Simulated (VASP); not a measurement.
Here is the system:

```
As
1.0
    3.01553    -1.73557    -0.11794
    3.01553     1.73557    -0.11794
    2.12896     0.00000     2.75446
As
2
Direct
  0.24984   0.24984   0.24984
  0.75016   0.75016   0.75016
```

These are PBEsol GGA, VASP's PBE PAW potentials (set 64) (plane waves; VASP) values and carry that method's errors. Numerical set-up: 500 eV cut-off, 13×13×13 Γ-centred mesh, first-order Methfessel-Paxton smearing of 0.10 eV, potentials As.

Task: Estimate the energy per atom (σ→0), pressure, band gap (on the k-mesh) with the smallest direct gap where there is one.

Result: 
The band gap (on the k-mesh) is none (metal, semimetal or under 0.01 eV) and the energy per atom (σ→0) comes out as -4.525 eV/atom. The pressure comes out as 44.89 GPa.

The absolute energy has meaning only against runs of the same code, potentials and settings.

The compound is As in the a7 structure. It was relaxed first under an external pressure of 45 GPa.
